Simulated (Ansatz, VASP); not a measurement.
## Two plane-wave programs on ZrPbO4

File INCAR:

```
  ALGO = Normal
  EDIFF = 1E-6
  ENCUT = 520
  GGA = PE
  ISIF = 2
  ISMEAR = 0
  LASPH = T
  LCHARG = F
  LREAL = F
  LWAVE = F
  NBANDS = 34
  NELM = 100
  PREC = Accurate
  SIGMA = 0.1
```

File KPOINTS:

```
k-points
0
Gamma
  6 6 2
```

Contents of POSCAR:

```
ZrPbO4
1.0
    3.7418525300      0.0000000000      0.0000000000
   -1.8709262600      3.2405393500      0.0000000000
    0.0000000000      0.0000000000      8.3613787300
Zr Pb O
1 1 4
Direct
    0.0000000000      0.0000000000      0.5000000000
    0.0000000000      0.0000000000      0.0000000000
    0.3333333300      0.6666666700      0.6368875700
    0.3333333300      0.6666666700      0.3631124300
    0.6666666700      0.3333333300      0.3631124300
    0.6666666700      0.3333333300      0.6368875700
```

Input for Ansatz:

```yaml
crystal:
  lattice:
    - [3.74185253, 0.0, 0.0]
    - [-1.87092626, 3.24053935, 0.0]
    - [0.0, 0.0, 8.36137873]
  atoms:
    - { symbol: Zr, position: [0.0, 0.0, 0.5] }
    - { symbol: Pb, position: [0.0, 0.0, 0.0] }
    - { symbol: O, position: [0.33333333, 0.66666667, 0.63688757] }
    - { symbol: O, position: [0.33333333, 0.66666667, 0.36311243] }
    - { symbol: O, position: [0.66666667, 0.33333333, 0.36311243] }
    - { symbol: O, position: [0.66666667, 0.33333333, 0.63688757] }
basis:
  ecutwfc: 420
kpoints:
  mp_grid: { grid: [6, 6, 2] }
hamiltonian:
  xc: pbe
scf:
  occupations: { method: gaussian, width: 0.1 }
  lower_state_search: "off"
output:
  forces: true
  stress: true
  eigenvalues: true
```

Alike in both runs: task single point; functional PBE; k mesh 6 × 6 × 2; occupations gaussian, width 0.1 eV; no spin polarisation.

```csv
,VASP,Ansatz
version,VASP 6.6.1,Ansatz 0.2.0
potentials or method,"VASP PAW PBE potentials, release 64 (Zr_sv, Pb_d, O)","scalar-relativistic, plane waves, PAW"
plane-wave cutoff (eV),520,420
valence electrons in the cell,50,50
```

|  | VASP | Ansatz | Ansatz less VASP |
| --- | --- | --- | --- |
| gap on the k mesh at the Fermi level (eV) | none | none | - |
| pressure (GPa) | -9.4 | -9.4 | +0.04 |
| largest component of the traceless stress (GPa) | 4.69 | 4.75 | +0.061 |
| rms of the force components (eV/Å) | 0.137 | 0.132 | -0.0044 |

Atom by atom the forces differ by 0.004 eV/Å (rms over components). A gap of «none» marks a metal or a gap that the smearing closes.

Caveats: the k mesh is coarse (spacing up to 0.38 Å⁻¹), so the values aren't converged. The runs have no spin-orbit coupling, so splittings on Pb are missing.
